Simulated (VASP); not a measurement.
## HfS (relaxed from the wurtzite structure, space group P6_3mc): computed properties

The numbers are results of PBEsol GGA, VASP's PBE PAW potentials (set 64) (plane waves; VASP), not measurements.

- space group = P6_3mc (186)
- cell = a = b = 3.3710 Å, c = 8.1059 Å, α = β = 90.00°, γ = 120.00°
- volume per atom = 19.94 Å³/atom
- band gap (over mesh and band path) = none (metal, semimetal or under 0.01 eV)
- density = 8.77 g/cm³

```
CELL_PARAMETERS angstrom
      3.37102     0.00000     0.00000
     -1.68551     2.91939     0.00000
      0.00000     0.00000     8.10585
ATOMIC_POSITIONS crystal
  Hf 0.33333 0.66667 0.03611
  Hf 0.66667 0.33333 0.53611
  S  0.33333 0.66667 0.33889
  S  0.66667 0.33333 0.83889
```

Unless said otherwise, spin-orbit coupling is left out, though it shifts the bands of the heavy elements here.

The structure was generated: HfS was put into the wurtzite type (P6_3mc), which need not be its known phase. It was relaxed first, which changed the volume by -41 %. Symmetry was kept, so distortions that lower it aren't found.
